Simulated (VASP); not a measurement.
Computed with PBE GGA, VASP's PBE PAW potentials (set 64) (plane waves; VASP).

A VASP calculation is set up with these files.

### KPOINTS
```
Regular mesh
0
Gamma
6 6 6
```

**INCAR**
```
SIGMA = 0.1
LWAVE = .FALSE.
ENCUT = 300   # plane-wave cut-off (eV)
LMAXMIX = 4
ISMEAR = -1
LREAL = .FALSE.
SYSTEM = YP
GGA = PE   # PBE
ISIF = 2
LASPH = .TRUE.
PREC = Accurate
ALGO = Normal
LCHARG = .FALSE.
EDIFF = 1E-6
NELM = 100   # most electronic steps
```

File POSCAR:
```
YP
1
   -1.8906180000     1.8906180000     6.4007000000
    1.8906180000    -1.8906180000     6.4007000000
    1.8906180000     1.8906180000    -6.4007000000
Y P
2 2
Direct
  0.7500000000   0.7500000000   0.0000000000
  0.5000000000   0.0000000000   0.5000000000
  0.1660000000   0.1660000000   0.0000000000
  0.9160000000   0.4160000000   0.5000000000
```

POTCAR, in this order: Y_sv P (PBE.64 set). Program: vasp_std.

Question: Estimate the energy per atom (σ→0), largest force, band gap (on the k-mesh).

Answer: 
```yaml
energy per atom (σ→0): -7.171 eV/atom
band gap (on the k-mesh): none (metal, semimetal or under 0.01 eV)
largest_force: 0.138 eV/Å
```

### OSZICAR
```
...
DAV:   8    -0.287288927382E+02    0.83812E-01   -0.17596E+00  1312   0.548E+00    0.157E+00
DAV:   9    -0.286989345654E+02    0.29958E-01   -0.30055E-01  1380   0.228E+00    0.561E-01
DAV:  10    -0.286968620952E+02    0.20725E-02   -0.12341E-02  1848   0.686E-01    0.411E-01
DAV:  11    -0.286968200941E+02    0.42001E-04   -0.53487E-03  1584   0.326E-01    0.217E-01
DAV:  12    -0.286967561943E+02    0.63900E-04   -0.59223E-04  1440   0.135E-01    0.353E-02
DAV:  13    -0.286967607086E+02   -0.45143E-05   -0.44800E-05  1760   0.376E-02    0.102E-02
DAV:  14    -0.286967615637E+02   -0.85506E-06   -0.19626E-06  1040   0.959E-03
   1 F= -.28696762E+02 E0= -.28684018E+02  d E =-.254861E-01
```

The structure was generated: YP was put into an ordered model structure, which need not be its known phase. The cell was not relaxed at this level. The k-mesh is coarse (spacing up to 0.39 per Å, 2π included), so the numbers may not be converged in it.
